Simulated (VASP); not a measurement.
```
CELL_PARAMETERS angstrom
      1.51380    -2.62197     0.00000
      1.51380     2.62197     0.00000
      0.00000     0.00000     3.24036
ATOMIC_POSITIONS crystal
  Ti 0.00000 0.00000 0.00000
  B  0.33333 0.66667 0.50000
  B  0.66667 0.33333 0.50000
```

All values below come from optB88-vdW, VASP's PBE PAW potentials (set 64) (plane waves; VASP). Run with 520 eV cut-off, 10×10×9 Γ-centred mesh, first-order Methfessel-Paxton smearing of 0.10 eV, potentials Ti_sv B.

**Question.** What does the run give for the energy per atom (σ→0), band gap (on the k-mesh) with the smallest direct gap where there is one?

**Answer.** 
| Quantity | Value |
|---|---|
| band gap (on the k-mesh) | none (metal, semimetal or under 0.01 eV) |
| energy per atom (σ→0) | -6.629 eV/atom |

Only differences to runs with the same potentials and settings are physical.

The compound is TiB2 in the AlB2 type structure. It was relaxed first. The start is the result of an earlier pass.
